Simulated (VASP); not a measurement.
Consider the following.

```yaml
crystal:
  lattice:
    - [0.00000, 2.68009, 2.68009]
    - [2.68009, 0.00000, 2.68009]
    - [2.68009, 2.68009, 0.00000]
  atoms:
    - { symbol: Zn, position: [0.00000, 0.00000, 0.00000] }
    - { symbol: S, position: [0.75000, 0.75000, 0.75000] }
```

The numbers are results of PBEsol GGA, VASP's PBE PAW potentials (set 64) (plane waves; VASP), not measurements. Run with PREC = Normal, EDIFF = 1E-5, 400 eV cut-off, 10×10×10 Γ-centred mesh, Gaussian smearing of 0.050 eV, potentials Zn S.

**Question.** Estimate the energy per atom (σ→0), band gap (on the k-mesh) with the smallest direct gap where there is one.

**Answer.** 
The band gap (on the k-mesh) is 2.08 eV. The smallest direct gap (on the k-mesh) is 2.08 eV and the energy per atom (σ→0) is -3794 meV/atom.

Only differences to runs with the same potentials and settings are physical.

The compound is ZnS in the zinc blende structure. It was relaxed first.
